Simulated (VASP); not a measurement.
Energy against volume of SiC (zinc blende). All values below come from HSEsol screened hybrid, VASP's PBE PAW potentials (set 64) (plane waves; VASP).

```tsv
V (Å³/atom)	E (eV/atom)
9.554	-8.98761
9.869	-9.01170
10.184	-9.01902
10.499	-9.01189
10.814	-8.99231
```

**Question.** Fit a third-order Birch-Murnaghan equation of state.

**Answer.** 
```
Item                                             Value
---------------------------------------  -------------
volume per atom                          10.18 Å³/atom
bulk modulus                                   238 GPa
pressure derivative of the bulk modulus           3.80
lattice constant a                             4.334 Å
```

Measured: bulk modulus 229 GPa at 0 K (computed value off by +3.7 %), as given by Daniel Mejia-Rodriguez et al., Physical Review B (2018), arXiv:1807.09216 [0 K value with the zero-point phonon effect removed]; a 4.346 Å at 0 K (computed value off by -0.3 %), as given by Daniel Mejia-Rodriguez et al., Physical Review B (2018), arXiv:1807.09216 [static lattice: zero-point anharmonic expansion removed].

The compound is SiC in the zinc blende structure. It was relaxed first. The cell's shape comes from a PBE relaxation.
